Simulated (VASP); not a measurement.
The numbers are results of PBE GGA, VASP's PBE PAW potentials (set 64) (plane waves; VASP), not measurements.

The input files of a VASP run:

**POSCAR**
```
Cl
1
    1.5200000000    -4.8064230000     0.0000000000
    1.5200000000     4.8064230000     0.0000000000
    0.0000000000     0.0000000000     4.0149550000
Cl
4
Direct
  0.3983200000   0.6016800000   0.5805600000
  0.6016800000   0.3983200000   0.4194400000
  0.8983200000   0.1016800000   0.9194400000
  0.1016800000   0.8983200000   0.0805600000
```

File KPOINTS:
```
Automatic mesh
0
Gamma
7 7 5
0 0 0
```

INCAR:
```
SYSTEM = Cl
PREC = Accurate; ENCUT = 400; LREAL = .FALSE.
LASPH = .TRUE.
EDIFF = 1E-6; NELM = 100; ALGO = All
ISMEAR = 0; SIGMA = 0.05
GGA = PE
ISIF = 2
LWAVE = .FALSE.; LCHARG = .FALSE.
```

POTCAR, in this order: Cl (PBE.64 set). Program: vasp_std.

The resulting files:

### OUTCAR
```
 ion  position               nearest neighbor table
   1  0.398  0.602  0.581-   3 2.04   3 2.04   2 2.06
   2  0.602  0.398  0.419-   4 2.04   4 2.04   1 2.06
   3  0.898  0.102  0.919-   1 2.04   1 2.04   4 2.06
   4  0.102  0.898  0.081-   2 2.04   2 2.04   3 2.06
  LATTYP: Found a base centered orthorhombic cell.
 ALAT       =     3.0400000000
 B/A-ratio  =     3.1621203947
 C/A-ratio  =     1.3207088816
 Subroutine PRICEL returns:
 Original cell was already a primitive cell.
 Subroutine GETGRP returns: Found  8 space group operations
The static configuration has the point symmetry C_2h.
 The point group associated with its full space group is D_2h.
The dynamic configuration has the point symmetry C_2h.
 Subroutine INISYM returns: Found  8 space group operations
 Subroutine IBZKPT returns following result:
 Found     48 irreducible k-points:

 Following reciprocal coordinates:
            Coordinates               Weight
  0.000000  0.000000  0.000000      1.000000
  0.142857 -0.000000  0.000000      4.000000
  0.285714 -0.000000  0.000000      4.000000
  0.428571 -0.000000  0.000000      4.000000
  0.142857  0.142857  0.000000      2.000000
  0.285714  0.142857  0.000000      4.000000
  0.428571  0.142857  0.000000      4.000000
 -0.428571  0.142857  0.000000      4.000000
 -0.285714  0.142857  0.000000      4.000000
 -0.142857  0.142857  0.000000      2.000000
  0.285714  0.285714  0.000000      2.000000
  0.428571  0.285714  0.000000      4.000000
 -0.428571  0.285714  0.000000      4.000000
 -0.285714  0.285714  0.000000      2.000000
  0.428571  0.428571  0.000000      2.000000
 -0.428571  0.428571  0.000000      2.000000
  0.000000  0.000000  0.200000      2.000000
  0.142857 -0.000000  0.200000      8.000000
  0.285714 -0.000000  0.200000      8.000000
...
```

OSZICAR:
```
       N       E                     dE             d eps       ncg     rms           ort
DAV:   1     0.171725864626E+03    0.17173E+03   -0.12920E+04   864   0.119E+03
DAV:   2     0.133399879594E+02   -0.15839E+03   -0.15596E+03   864   0.238E+02
DAV:   3     0.553146951921E+01   -0.78085E+01   -0.76218E+01   864   0.609E+01
DAV:   4     0.539380968505E+01   -0.13766E+00   -0.13746E+00   864   0.841E+00
DAV:   5     0.539193745676E+01   -0.18722E-02   -0.18715E-02   864   0.978E-01
SDA:   6     0.545027307568E+01    0.58336E-01   -0.18715E-02   864   0.621E-01   0.000E+00
CGA:   7     0.543087430592E+01   -0.19399E-01   -0.19336E-01   864   0.859E-02   0.569E-03
CGA:   8     0.542775489712E+01   -0.31194E-02   -0.31210E-02   864   0.151E-02  -0.113E-04
CGA:   9     0.542716570204E+01   -0.58920E-03   -0.58813E-03   864   0.350E-03   0.660E-05
CGA:  10     0.542702184137E+01   -0.14386E-03   -0.14361E-03   864   0.740E-04   0.149E-05
CGA:  11     0.542699226369E+01   -0.29578E-04   -0.29213E-04   864   0.142E-04   0.273E-05
CGA:  12     0.542698595308E+01   -0.63106E-05   -0.62980E-05   864   0.366E-05   0.811E-07
SDA:  13     0.542698476790E+01   -0.11852E-05   -0.11580E-05   864   0.867E-06   0.103E-05
CGA:  14     0.542698429345E+01   -0.47444E-06   -0.51015E-06   864   0.397E-06  -0.123E-06
   1 F= 0.54269843E+01 E0= 0.54274600E+01  d E =-.951314E-03
```

### OUTCAR
```
------------------------ aborting loop because EDIFF is reached ----------------------------------------
  FORCE on cell =-STRESS in cart. coord.  units (eV):
  Direction    XX          YY          ZZ          XY          YZ          ZX
  --------------------------------------------------------------------------------------
  Total       33.4722183     22.2351935     28.3810308      0.0000000     -0.0000000      0.0000000
  in kB      914.1528599    607.2607907    775.1084883      0.0000000     -0.0000000      0.0000000
  external PRESSURE =     765.5073796 kB  Pullay stress =       0.0000000 kB
  volume of cell :       58.66
      direct lattice vectors                 reciprocal lattice vectors
     1.520000000 -4.806423000  0.000000000     0.328947368 -0.104027465  0.000000000
     1.520000000  4.806423000  0.000000000     0.328947368  0.104027465  0.000000000
     0.000000000  0.000000000  4.014955000     0.000000000  0.000000000  0.249068794
 POSITION                                       TOTAL-FORCE (eV/Angst)
 -----------------------------------------------------------------------------------
      1.52000      0.97743      2.33092         0.000000      4.797523     -5.879101
      1.52000     -0.97743      1.68403         0.000000     -4.797523      5.879101
      1.52000     -3.82899      3.69151         0.000000      4.797523      5.879101
      1.52000      3.82899      0.32344         0.000000     -4.797523     -5.879101
 -----------------------------------------------------------------------------------
    total drift:                                0.000000     -0.000000     -0.000000
  FREE ENERGIE OF THE ION-ELECTRON SYSTEM (eV)
  ---------------------------------------------------
  free  energy   TOTEN  =         5.4269842935 eV

  energy  without entropy=        5.4279356073  energy(sigma->0) =        5.42745995
```
(Selected blocks of OUTCAR.)

The structure was generated: Cl was put into the black-P type (Cmce), which need not be its known phase. The cell was not relaxed at this level. The run is one of a series of settings (ALGO = All against the base run), some of them coarse on purpose.
